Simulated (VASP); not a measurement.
Energy against volume of InAs (zinc blende). Level of theory: PBE0 hybrid, VASP's PBE PAW potentials (set 64) (plane waves; VASP). Numerical set-up: 520 eV cut-off, 6×6×6 Γ-centred mesh, Gaussian smearing of 0.050 eV, potentials In_d As.

```csv
V (Å³/atom),E (eV/atom)
26.966,-5.03020
27.855,-5.04209
28.744,-5.04252
29.633,-5.03332
```

Q: Fit these four points and predict the energy of the run at 30.522 Å³/atom.

A: A cubic in V^(−2/3), the third-order Birch-Murnaghan form, passes through the four points with V0 = 28.33 Å³/atom and B0 = 60 GPa, and gives -5.0160 eV/atom there. The run gave -5.0161 eV/atom, -0.1 meV/atom from the fit; all five points give B0 = 60 GPa.

The compound is InAs in the zinc blende structure. It was relaxed first. The cell's shape comes from a PBE relaxation.
